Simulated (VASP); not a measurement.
Os (hcp): the lattice constant c from VASP (plane waves, PAW) at several levels of theory. Static lattice. The measured value holds thermal and zero-point effects that the static calculation lacks.

```csv
level,lattice constant c (Å),error against measurement
LDA,4.295,-0.6 %
PBE,4.350,+0.7 %
PBEsol,4.314,-0.1 %
SCAN,4.284,-0.8 %
r2SCAN,4.326,+0.1 %
```

Measured: 4.320 Å at 293 K (as given by Wikipedia, Osmium (infobox)).

The cell of the LDA run:

```yaml
crystal:
  lattice:
    - [1.35871, -2.35335, 0.00000]
    - [1.35871, 2.35335, 0.00000]
    - [0.00000, 0.00000, 4.29516]
  atoms:
    - { symbol: Os, position: [0.33333, 0.66667, 0.25000] }
    - { symbol: Os, position: [0.66667, 0.33333, 0.75000] }
```

Only levels that ran to the end are used. Left out are those held back, those with too coarse a band path, GW runs whose mesh misses a band edge, hybrids' fits of cells that aren't cubic and levels without matching references; a question may draw on a part of the rest.

The compound is Os in the hcp structure.
